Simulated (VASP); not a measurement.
An input for Ansatz (written as the equivalent of a VASP run, and not itself run):

Ansatz 0.2 input:
```yaml
crystal:
  lattice:
    - [0.0000000, 1.9997467, 1.9997467]
    - [1.9997467, 0.0000000, 1.9997467]
    - [1.9997467, 1.9997467, 0.0000000]
  atoms:
    - { symbol: Ag, position: [0.0000000, 0.0000000, 0.0000000] }
kpoints:
  mp_grid: { grid: [16, 16, 16] }
hamiltonian:
  xc: pbesol
  pseudopotentials: { kind: paw }
scf:
  occupations: { method: methfessel_paxton, width: 0.1 }
  max_iter: 100
relax:
  max_steps: 40
  f_tol: 0.02
  cell: { p_target: 5 }
output: { forces: true, stress: true, eigenvalues: true }
```

Write the VASP files for the same calculation (PBEsol).

This is not unique; one that fits is 
POSCAR:
```
Ag
1
   -0.0000000000     1.9997467292     1.9997467292
    1.9997467292    -0.0000000000     1.9997467292
    1.9997467292     1.9997467292    -0.0000000000
Ag
1
Direct
  0.0000000000   0.0000000000   0.0000000000
```

INCAR:
```
ISIF=3
ENCUT=500
LASPH=.TRUE.   ! aspherical one-centre terms
LMAXMIX=4   ! l cut-off of mixed one-centre charges
SIGMA=0.1   ! width (eV)
LCHARG=.FALSE.
PSTRESS=50   ! kbar
GGA=PS
NELM=100   ! most electronic steps
ISMEAR=1   ! Methfessel-Paxton
SYSTEM=Ag
ALGO=Normal
EDIFFG=-0.02   ! ionic stop
IBRION=2   ! conjugate gradients
LREAL=.FALSE.   ! projection in real space or not
NSW=40   ! most ionic steps
EDIFF=1E-6
PREC=Accurate
LWAVE=.FALSE.
```

KPOINTS:
```
Regular mesh
0
G
  16 16 16
```

POTCAR, in this order: Ag (PBE.64 set). Program: vasp_std.

The two are equivalent in intent, not identical: each code has its own PAW files, so the cut-off isn't converted (ENCUT is set for VASP's; basis.ecutwfc is left out, and Ansatz then takes the one that its files recommend); Ansatz stops its SCF on the density residual and VASP on the energy change (EDIFF).

The compound is Ag in the fcc structure. It was relaxed first under an external pressure of 5 GPa.
